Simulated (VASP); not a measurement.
OSZICAR of a VASP run on Hf (hcp):

File OSZICAR:
```
       N       E                     dE             d eps       ncg     rms          rms(c)
DAV:   1     0.961248457544E+02    0.96125E+02   -0.15010E+04  2352   0.193E+03
DAV:   2    -0.962422260535E+01   -0.10575E+03   -0.10400E+03  3048   0.444E+02
DAV:   3    -0.155016073651E+02   -0.58774E+01   -0.57622E+01  3584   0.665E+01
DAV:   4    -0.156569803853E+02   -0.15537E+00   -0.15366E+00  3386   0.126E+01
DAV:   5    -0.156625589612E+02   -0.55786E-02   -0.54482E-02  3794   0.183E+00    0.750E+01
DAV:   6     0.674307342810E+04    0.67587E+04   -0.13728E+06  2352   0.136E+07    0.187E+01
DAV:   7     0.158423168340E+04   -0.51588E+04   -0.27601E+03  3136   0.559E+04    0.171E+01
DAV:   8    -0.231029471774E+02   -0.16073E+04   -0.80587E+01  2352   0.963E+01    0.150E+01
DAV:   9    -0.233895622050E+02   -0.28662E+00   -0.15865E+00  3002   0.109E+01    0.176E+01
DAV:  10    -0.233827207006E+02    0.68415E-02   -0.27840E-02  3056   0.113E+00    0.161E+01
DAV:  11    -0.232732064288E+02    0.10951E+00   -0.48471E-01  2376   0.975E+00    0.752E+00
DAV:  12    -0.233922817319E+02   -0.11908E+00   -0.28230E-01  2436   0.724E+00    0.691E+00
DAV:  13    -0.233499591033E+02    0.42323E-01   -0.61113E-02  2556   0.196E+00    0.230E+00
DAV:  14    -0.233507778122E+02   -0.81871E-03   -0.27130E-02  2844   0.142E+00    0.680E-01
DAV:  15    -0.233505751080E+02    0.20270E-03   -0.36908E-03  3006   0.597E-01    0.806E-01
DAV:  16    -0.233512489658E+02   -0.67386E-03   -0.38886E-03  2622   0.577E-01    0.396E-01
DAV:  17    -0.233519878287E+02   -0.73886E-03   -0.34248E-04  2892   0.232E-01    0.171E-01
DAV:  18    -0.233521124211E+02   -0.12459E-03   -0.32386E-05  2964   0.599E-02    0.811E-02
DAV:  19    -0.233521231887E+02   -0.10768E-04   -0.91258E-06  2922   0.244E-02    0.965E-02
DAV:  20    -0.233521245897E+02   -0.14011E-05   -0.20269E-06  2718   0.126E-02    0.354E-02
DAV:  21    -0.233521256279E+02   -0.10382E-05   -0.53555E-07  2772   0.642E-03    0.278E-02
DAV:  22    -0.233521253072E+02    0.32072E-06   -0.16636E-07  1892   0.361E-03    0.397E-03
DAV:  23    -0.233521249584E+02    0.34873E-06   -0.52160E-08  1524   0.201E-03    0.648E-04
DAV:  24    -0.233521251800E+02   -0.22153E-06   -0.13827E-08  1518   0.119E-03    0.371E-04
DAV:  25    -0.233521250864E+02    0.93509E-07   -0.34423E-09  1464   0.515E-04
   1 F= -.23352125E+02 E0= -.23352035E+02  d E =-.233521E+02
       N       E                     dE             d eps       ncg     rms          rms(c)
DAV:   1    -0.233526496236E+02   -0.52444E-03   -0.29261E-02  2376   0.143E+00    0.152E-01
DAV:   2    -0.233523038642E+02    0.34576E-03   -0.46443E-04  3114   0.177E-01    0.648E-02
DAV:   3    -0.233522454056E+02    0.58459E-04   -0.13005E-04  3060   0.811E-02    0.625E-02
DAV:   4    -0.233522008413E+02    0.44564E-04   -0.39021E-05  3188   0.553E-02    0.146E-02
DAV:   5    -0.233522307899E+02   -0.29949E-04   -0.20304E-05  2544   0.491E-02    0.164E-02
DAV:   6    -0.233522334329E+02   -0.26431E-05   -0.10681E-06  2658   0.968E-03    0.169E-03
DAV:   7    -0.233522333062E+02    0.12673E-06   -0.28106E-07  2526   0.404E-03    0.266E-03
DAV:   8    -0.233522336106E+02   -0.30443E-06   -0.85970E-08  1458   0.235E-03    0.128E-03
DAV:   9    -0.233522336258E+02   -0.15172E-07   -0.89742E-09  1356   0.806E-04
   2 F= -.23352234E+02 E0= -.23352174E+02  d E =-.108539E-03
```

Problem. Which electronic solver shows in the log?

Solution. It is blocked Davidson (ALGO = Normal, or the opening steps of other solvers). The INCAR had ALGO = Normal.

Problem. Can the final energy be trusted as converged?

Solution. The calculation finished and met its thresholds. It stopped with EDIFF = 1E-7, NELM = 100, NSW = 30 and EDIFFG = -0.01 after 2 ionic steps (TPSS meta-GGA, plane waves, VASP's PBE PAW potentials (set 64)).

The compound is Hf in the hcp structure. This cell is one point of a volume scan, at 1.03 of the reference volume. Symmetry was kept, so distortions that lower it aren't found.
